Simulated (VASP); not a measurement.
Input:

```
CELL_PARAMETERS angstrom
      1.90867    -3.30592     0.00000
      1.90867     3.30592     0.00000
      0.00000     0.00000     6.08830
ATOMIC_POSITIONS crystal
  Zr 0.00000 0.00000 0.00000
  S  0.33333 0.66667 0.24061
  S  0.66667 0.33333 0.75939
```

These are vdW-DF2, VASP's PBE PAW potentials (set 64) (plane waves; VASP) values and carry that method's errors. Settings: 520 eV cut-off, 7×7×4 Γ-centred mesh, Gaussian smearing of 0.050 eV, potentials Zr_sv S.

Task: The ions and cell shape at fixed volume are relaxed. What does this cell relax into?

Result: 
```
CELL_PARAMETERS angstrom
      1.89490    -3.28207     0.00000
      1.89490     3.28207     0.00000
      0.00000     0.00000     6.17710
ATOMIC_POSITIONS crystal
  Zr 0.00000 0.00000 0.00000
  S  0.33333 0.66667 0.23480
  S  0.66667 0.33333 0.76520
```
Space group P-3m1 (164), at a tolerance of 0.03 Å.

Task: How much energy does the relaxation gain?

Result: The energy (σ→0) changes by -4.0 meV/atom, in 6 ionic steps.

| step | E(σ→0) (eV) | max force (eV/Å) | pressure (GPa) | volume (Å³) |
|---|---|---|---|---|
| 1 | -14.8830 | 0.286 | -2.31 | 76.83 |
| 2 | -14.8900 | 0.162 | -1.71 | 76.83 |
| 3 | -14.8940 | 0.017 | -0.84 | 76.83 |
| 4 | -14.8940 | 0.032 | -0.77 | 76.83 |
| 5 | -14.8950 | 0.011 | -0.68 | 76.83 |
| 6 | -14.8951 | 0.001 | -0.63 | 76.83 |

The compound is ZrS2 in the 1T layered structure. This cell is one point of a volume scan, at 1.03 of the reference volume. Symmetry was kept, so distortions that lower it aren't found.
